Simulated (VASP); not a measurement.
Input of a VASP 6.6.1 run:

INCAR

```
SYSTEM = Mg2TiN2
PREC = Normal ; ENCUT = 520
EDIFF = 1E-4 ; ISMEAR = 0
SIGMA = 0.15 ; LREAL = .FALSE.
LASPH = .TRUE. ; NELM = 60
ALGO = Fast ; ISIF = 3
LWAVE = .FALSE. ; LCHARG = .FALSE.
GGA = PE ; IBRION = 2
NSW = 24 ; EDIFFG = -0.08
```

The input KPOINTS:

```
Automatic mesh
0
G
  5 5 2
  0 0 0
```

The input POSCAR:

```
Mg2TiN2
1.0
    3.2142909900      0.0000000000      0.0000000000
   -1.6071455000      2.7836576500      0.0000000000
    0.0000000000      0.0000000000      8.5070639700
Mg Ti N
2 1 2
Direct
    0.6666666700      0.3333333300      0.2932680000
    0.3333333300      0.6666666700      0.7067320000
    0.0000000000      0.0000000000      0.0000000000
    0.6666666700      0.3333333300      0.8686260000
    0.3333333300      0.6666666700      0.1313740000
```

Potentials or basis: VASP PAW PBE potentials, release 64 (Mg, Ti_sv, N).

Command:

```sh
$ cat potpaw_PBE.64/Mg/POTCAR potpaw_PBE.64/Ti_sv/POTCAR potpaw_PBE.64/N/POTCAR > POTCAR
$ mpirun -np 1 vasp_std > vasp.out
```

**Question.** Estimate the space group after relaxing (to 0.05 Å).

**Answer.** P-3m1 (No. 164).

**Question.** Estimate the relaxed cell.

**Answer.** a = 3.058 Å, b = 3.058 Å, c = 7.602 Å, α = 90.00°, β = 90.00°, γ = 120.00°.

Final structure:
```
Mg Ti N
1.0
     3.05784    0.00000    0.00000
    -1.52892    2.64817    0.00000
     0.00000    0.00000    7.60151
Mg Ti N
2 1 2
Direct
  0.66667 0.33333 0.31569
  0.33333 0.66667 0.68431
  0.00000 0.00000 0.00000
  0.66667 0.33333 0.84206
  0.33333 0.66667 0.15794
```

Caveat: the k mesh is coarse (spacing up to 0.45 Å⁻¹), so the values aren't converged.
